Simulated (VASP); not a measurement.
Here is the system:

```
NbN
1.0
    0.00000     2.21645     2.21645
    2.21645     0.00000     2.21645
    2.21645     2.21645     0.00000
Nb N
1 1
Direct
  0.00000   0.00000   0.00000
  0.50000   0.50000   0.50000
```

Level of theory: revPBE GGA, VASP's PBE PAW potentials (set 64) (plane waves; VASP). Run with 520 eV cut-off, 16×16×16 Γ-centred mesh, tetrahedra with Blöchl corrections, potentials Nb_sv N.

Task: Tabulate the total density of states (states/eV per cell) against energy (eV; zero at the valence-band maximum or, without a gap, the Fermi level).

Result: 
(E (eV), DOS (states/eV)): (-9.91, 0.00); (-9.79, 0.00); (-9.55, 0.00); (-9.44, 0.00); (-9.20, 0.00); (-9.08, 0.00); (-8.84, 0.07); (-8.72, 0.15); (-8.61, 0.21); (-8.37, 0.35); (-8.25, 0.42); (-8.01, 0.67); (-7.89, 0.88); (-7.66, 1.04); (-7.54, 1.03); (-7.42, 1.11); (-7.18, 1.15); (-7.06, 0.96); (-6.83, 1.04); (-6.71, 1.57); (-6.47, 2.43); (-6.35, 2.60); (-6.23, 2.72); (-6.00, 3.95); (-5.88, 3.75); (-5.64, 1.91); (-5.52, 1.64); (-5.29, 1.23); (-5.17, 1.10); (-5.05, 1.00); (-4.81, 0.79); (-4.69, 0.69); (-4.46, 0.54); (-4.34, 0.46); (-4.10, 0.23); (-3.98, 0.16); (-3.86, 0.15); (-3.63, 0.18); (-3.51, 0.18); (-3.27, 0.20); (-3.15, 0.23); (-2.92, 0.27); (-2.80, 0.30); (-2.56, 0.35); (-2.44, 0.38); (-2.32, 0.40); (-2.08, 0.47); (-1.97, 0.52); (-1.73, 0.59); (-1.61, 0.61); (-1.37, 0.65); (-1.25, 0.67); (-1.14, 0.69); (-0.90, 0.74); (-0.78, 0.77); (-0.54, 0.86); (-0.42, 0.92); (-0.19, 0.94); (-0.07, 0.91); (0.05, 0.98); (0.29, 1.02); (0.41, 1.08); (0.64, 1.20); (0.76, 1.33); (1.00, 1.67); (1.12, 1.64); (1.24, 1.84); (1.47, 2.22); (1.59, 2.43); (1.83, 2.51); (1.95, 2.18); (2.18, 1.80); (2.30, 1.75); (2.42, 2.00); (2.66, 1.56); (2.78, 0.73); (3.01, 0.81); (3.13, 0.86); (3.37, 1.02); (3.49, 1.03)
Within 2 eV below the Fermi level the largest weight inside VASP's projection spheres is Nb d, then N p.

The compound is NbN in the rock salt structure, the cubic δ form, which competes with hexagonal ones. It was relaxed first. VASP warned that the highest band is occupied, so more bands are needed.
